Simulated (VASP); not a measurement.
Computed with LDA (Ceperley-Alder, Perdew-Zunger), VASP's LDA PAW potentials (set 64) (plane waves; VASP).

VASP ran on this input.

### INCAR
```
# general
SYSTEM   =  AgCl
PREC     =  Accurate
ENCUT    =  400
LREAL    =  .FALSE.   # projection in real space or not
LASPH    =  .TRUE.   # aspherical one-centre terms
NBANDS   =  39

# electronic loop
EDIFF    =  1E-7   # SCF stop (eV)
NELM     =  100   # most electronic steps
ALGO     =  Normal   # blocked Davidson
LMAXMIX  =  4   # l cut-off of mixed one-centre charges

# smearing
ISMEAR   =  0   # Gaussian
SIGMA    =  0.01

# output
LWAVE    =  .FALSE.
LCHARG   =  .FALSE.
NEDOS    =  1001

# other
LOPTICS  =  .TRUE.
CSHIFT   =  0.1
```

**KPOINTS**
```
Regular mesh
0
Gamma
  19 19 19
```

POSCAR:
```
AgCl
1
    0.0000000000     2.6746618795     2.6746618795
    2.6746618795     0.0000000000     2.6746618795
    2.6746618795     2.6746618795    -0.0000000000
Ag Cl
1 1
Direct
  1.0000000000   1.0000000000   1.0000000000
  0.5000000000   0.5000000000   0.5000000000
```

POTCAR, in this order: Ag Cl (LDA.64 set). Program: vasp_std.

The run wrote:

### OSZICAR
```
       N       E                     dE             d eps       ncg     rms          rms(c)
DAV:   1     0.114689091899E+03    0.11469E+03   -0.55474E+03 17200   0.338E+02
DAV:   2    -0.119801576072E+01   -0.11589E+03   -0.98450E+02 20843   0.123E+02
DAV:   3    -0.692976719574E+01   -0.57318E+01   -0.56698E+01 21198   0.280E+01
DAV:   4    -0.694835923901E+01   -0.18592E-01   -0.18589E-01 20661   0.165E+00
DAV:   5    -0.694843392017E+01   -0.74681E-04   -0.74679E-04 20190   0.104E-01    0.895E+00
DAV:   6    -0.680506941934E+01    0.14336E+00   -0.32408E-02 20741   0.278E+00    0.575E+00
DAV:   7    -0.679462603279E+01    0.10443E-01   -0.95044E-03 20670   0.422E-01    0.236E+00
DAV:   8    -0.679281643975E+01    0.18096E-02   -0.16373E-03 20921   0.172E-01    0.105E-01
DAV:   9    -0.679275144831E+01    0.64991E-04   -0.90156E-05 20208   0.523E-02    0.334E-02
DAV:  10    -0.679275441818E+01   -0.29699E-05   -0.88785E-06 20139   0.153E-02    0.229E-02
DAV:  11    -0.679275410772E+01    0.31046E-06   -0.34128E-07 20348   0.558E-03    0.182E-03
DAV:  12    -0.679275411362E+01   -0.59063E-08   -0.11217E-07 18552   0.134E-03
   1 F= -.67927541E+01 E0= -.67927541E+01  d E =-.217198E-27
 imaginary and real dielectric function
```

**OUTCAR**
```
------------------------ aborting loop because EDIFF is reached ----------------------------------------
  FORCE on cell =-STRESS in cart. coord.  units (eV):
  Direction    XX          YY          ZZ          XY          YZ          ZX
  --------------------------------------------------------------------------------------
  Total        0.0040661      0.0040661      0.0040661      0.0000000     -0.0000000      0.0000000
  in kB        0.1702345      0.1702345      0.1702345      0.0000000     -0.0000000      0.0000000
  external PRESSURE =       0.1702345 kB  Pullay stress =       0.0000000 kB
  volume of cell :       38.27
      direct lattice vectors                 reciprocal lattice vectors
     0.000000000  2.674661879  2.674661879    -0.186939517  0.186939517  0.186939517
     2.674661879  0.000000000  2.674661879     0.186939517 -0.186939517  0.186939517
     2.674661879  2.674661879  0.000000000     0.186939517  0.186939517 -0.186939517
  FREE ENERGIE OF THE ION-ELECTRON SYSTEM (eV)
  ---------------------------------------------------
  free  energy   TOTEN  =        -6.7927541136 eV

  energy  without entropy=       -6.7927541136  energy(sigma->0) =       -6.79275411

 plasma frequency squared (from intraband transitions) (eV^2)
  --------------------------------------------------------------------------------------
       0.000       0.000      -0.000
       0.000       0.000      -0.000
      -0.000       0.000       0.000

 plasma frequency squared (from interband transitions, int dw w eps(2)(w)) (eV^2)
  --------------------------------------------------------------------------------------
     519.897       0.000      -0.000      -0.000      -0.000      -0.000
      -0.000       0.000     519.897       0.000      -0.000       0.000
      -0.000       0.000      -0.000      -0.000     519.897       0.000
```
(Selected blocks of OUTCAR.)

OUTCAR:
```
 val. band max:        5.0434201845   @ k =   0.4737   0.0000   0.0000

 cond. band min:       5.7113048651   @ k =   0.0000   0.0000   0.0000


 Fermi energy:         5.1158484179

 k-point     1 :       0.0000    0.0000    0.0000
  band No.  band energies     occupation
      1     -10.7768      2.00000
      2       2.0333      2.00000
      3       2.0333      2.00000
      4       2.0333      2.00000
      5       2.0804      2.00000
      6       2.0804      2.00000
      7       2.2881      2.00000
      8       2.2881      2.00000
      9       2.2881      2.00000
     10       5.7113      0.00000
     11      15.7648      0.00000
     12      15.7648      0.00000
     13      15.7648      0.00000
     14      16.9143      0.00000
     15      18.7133      0.00000
     16      18.7133      0.00000
     17      18.7133      0.00000
     18      19.0649      0.00000
     19      19.0649      0.00000
     20      25.9271      0.00000
     21      31.1974      0.00000
     22      31.1974      0.00000
     23      31.1974      0.00000
     24      33.5749      0.00000
     25      33.5749      0.00000
     26      33.5749      0.00000
     27      35.2582      0.00000
     28      35.2582      0.00000
     29      36.0182      0.00000
     30      36.0182      0.00000
     31      36.0182      0.00000
     32      43.0604      0.00000
     33      45.6194      0.00000
     34      47.7993      0.00000
     35      47.7993      0.00000
     36      47.7993      0.00000
     37      49.9775      0.00000
     38      49.9776      0.00000
     39      49.9807      0.00000

 k-point     2 :       0.0526    0.0000    0.0000
  band No.  band energies     occupation
      1     -10.7615      2.00000
      2       1.7889      2.00000
      3       1.7889      2.00000
      4       1.8448      2.00000
      5       2.0510      2.00000
      6       2.0510      2.00000
      7       2.3374      2.00000
      8       2.5920      2.00000
      9       2.5920      2.00000
...
```

The compound is AgCl in the rock salt structure. It was relaxed first, which changed the volume by -10 %.
